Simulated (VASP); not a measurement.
ZrC: stress against strain

ZrC (rock salt, Fm-3m, 12.747 Å³/atom and stress up to 0.20 GPa in the relaxed cell, cube axes along x, y and z) under an equal strain ε along x and y, with z held. PBEsol in VASP (plane waves, PAW), 600 eV, 16×16×16 Γ-centred mesh, Methfessel-Paxton smearing 0.10 eV; ions are relaxed, or left where forces stay under 0.02 eV/Å, within the symmetry of each cell. Stress is positive for a compressed cell.

Here s stands for strain and y for stress xx.

| strain (%) | stress xx (GPa) |
|---|---|
| -1.50 | 9.60 |
| -1.00 | 6.13 |
| -0.50 | 2.87 |
| 0.00 | -0.20 |
| 0.50 | -3.08 |
| 1.00 | -5.80 |
| 1.50 | -8.36 |
| 3.00 | ? |

Problem. Using a straight line, estimate the missing y at s = 3.00 from the other rows, showing the fit.

Solution. Means: s 0, y 0.166. About the means, the sum of products is -41.845 and the sum of squares of s is 7.0000; the slope is their ratio. Least squares gives y = 0.166 - 5.9779·s. Residuals (row less fit): 0.467, -0.014, -0.285, -0.366, -0.257, 0.012, 0.441; standard error 0.373 (degrees of freedom: 5). The slope gives the elastic constants C11 + C12 = about 600 GPa. At the withheld row, y = 0.166 - 5.9779 × 3.0 = -17.768 GPa. The calculation gives -15.16 GPa, 2.608 GPa above the prediction (10.5 % of the range of y in the table). The row lies outside the fitted rows, so this is an extrapolation. From the scatter of the fitted rows alone, a prediction at this place has a standard error of 0.581 GPa, so the miss is 4.5 times that.

A polynomial of degree 2 through the 12 other runs of the series gives -14.92 there, so most of the miss is curvature that the fit leaves out. In a metal these values are sensitive to mesh and smearing; energies are taken to zero smearing, stresses follow the free energy. The runs aren't spin-polarised. Rows are the converged runs of the series near zero and its far end, less any whose ions stayed unrelaxed beside relaxed ones; series whose fitted rows scatter by over a few per cent of the range, as at a crossing or softening among them, aren't shown in this form. Most that stay on the fit to the last digits aren't either.
